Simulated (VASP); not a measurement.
Here is a VASP 6.6.1 calculation.

The input INCAR:

```
SYSTEM = Mg2CdO3
ALGO     = Normal         ! electronic algorithm
EDIFF    = 1E-6           ! SCF threshold, eV
EDIFFG   = -0.01          ! ionic threshold
ENCUT    = 520            ! plane-wave cutoff, eV
GGA      = PE             ! functional
IBRION   = 2              ! ionic algorithm
ISIF     = 3              ! what is computed and relaxed
ISMEAR   = 0              ! smearing method
KPAR     = 4            
LASPH    = .TRUE.         ! aspherical terms in the spheres
LCHARG   = .FALSE.        ! write CHGCAR
LREAL    = .FALSE.        ! projectors in reciprocal space
LWAVE    = .FALSE.        ! write WAVECAR
NELM     = 120            ! most SCF steps
NSW      = 90             ! ionic steps
PREC     = Accurate       ! precision mode
SIGMA    = 0.03           ! smearing width, eV
```

Contents of KPOINTS:

```
k-points
0
G
  6 6 6
  0 0 0
```

File POSCAR:

```
Mg2CdO3
1.0
    2.7452249500     -4.7350000000      0.0000000000
    2.7452249500      4.7350000000      0.0000000000
   -1.8102210600      0.0000000000      5.1083507800
Mg Cd O
4 2 6
Direct
    0.5850953400      0.4149046600      0.7500000000
    0.4149046600      0.5850953400      0.2500000000
    0.7499316700      0.2500683300      0.2500000000
    0.2500683300      0.7499316700      0.7500000000
    0.9209981900      0.0790018100      0.7500000000
    0.0790018100      0.9209981900      0.2500000000
    0.1851857600      0.3717004600      0.4921487200
    0.6282995400      0.8148142400      0.0078512800
    0.8148142400      0.6282995400      0.5078512800
    0.3717004600      0.1851857600      0.9921487200
    0.5000000000      0.0000000000      0.5000000000
    0.0000000000      0.5000000000      0.0000000000
```

Potentials or basis: VASP PAW PBE potentials, release 64 (Mg, Cd, O).

The run is started by

```bash
$ cat potpaw_PBE.64/Mg/POTCAR potpaw_PBE.64/Cd/POTCAR potpaw_PBE.64/O/POTCAR > POTCAR
$ mpirun -np 4 vasp_std > vasp.out
```

(1) Predict the relaxed volume.

(2) Estimate the space group after relaxing (to 0.05 Å).

(3) What does it give for the band gap on the k mesh?

(4) What does it give for the relaxed cell?

## Answers

(1) 11.07 Å³/atom.

(2) C2/c (No. 15).

(3) 1.46 eV, indirect (least direct gap 1.67 eV).

(4) a = 5.473 Å, b = 5.473 Å, c = 5.433 Å, α = 99.68°, β = 99.68°, γ = 119.88°.
